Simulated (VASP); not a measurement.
All values below come from PBEsol GGA, VASP's PBE PAW potentials (set 64) (plane waves; VASP).

A VASP calculation is set up with these files.

### INCAR
```
# general
SYSTEM  = Zr
PREC    = Accurate
ENCUT   = 400
LREAL   = F
LASPH   = T

# electronic loop
EDIFF   = 1E-7
NELM    = 100
ALGO    = Normal
LMAXMIX = 4

# smearing
ISMEAR  = -5

# functional
GGA     = PS   # PBEsol

# ions
ISIF    = 2

# output
LWAVE   = F
LCHARG  = T
LORBIT  = 11   # lm-projected
NEDOS   = 601   # DOS grid
```

POSCAR:
```
Zr
1
    3.1796155600     0.0000000000     0.0000000000
   -1.5898077800     2.7536277493     0.0000000000
    0.0000000000     0.0000000000     5.1254110181
Zr
2
Direct
  0.3333330000   0.6666670000   0.2500000000
  0.6666670000   0.3333330000   0.7500000000
```

### KPOINTS
```
Automatic
0
Gamma
  15 15 8
```

POTCAR, in this order: Zr_sv (PBE.64 set). Program: vasp_std.

### Question
What does the run give for the energy per atom (σ→0), band gap (on the k-mesh)?

### Answer

```yaml
energy per atom (σ→0): -9.080 eV/atom
band gap (on the k-mesh): none (metal, semimetal or under 0.01 eV)
```

OSZICAR:
```
...
DAV:   8    -0.181603013512E+02   -0.38383E-02   -0.36659E-02  5784   0.169E+00    0.304E-01
DAV:   9    -0.181606190551E+02   -0.31770E-03   -0.16913E-03  5400   0.427E-01    0.338E-02
DAV:  10    -0.181605799203E+02    0.39135E-04   -0.43263E-05  6440   0.416E-02    0.240E-02
DAV:  11    -0.181605778782E+02    0.20421E-05   -0.86281E-06  4776   0.383E-02    0.284E-03
DAV:  12    -0.181605780710E+02   -0.19273E-06   -0.30210E-07  4568   0.404E-03    0.218E-03
DAV:  13    -0.181605778754E+02    0.19552E-06   -0.35274E-08  2872   0.189E-03    0.772E-04
DAV:  14    -0.181605778040E+02    0.71446E-07   -0.11757E-08  2776   0.122E-03
   1 F= -.18160578E+02 E0= -.18160578E+02  d E =0.000000E+00
```

The structure comes from a measured Zr entry (P6_3/mmc) of the Crystallography Open Database, whose conditions weren't checked. It was relaxed first.
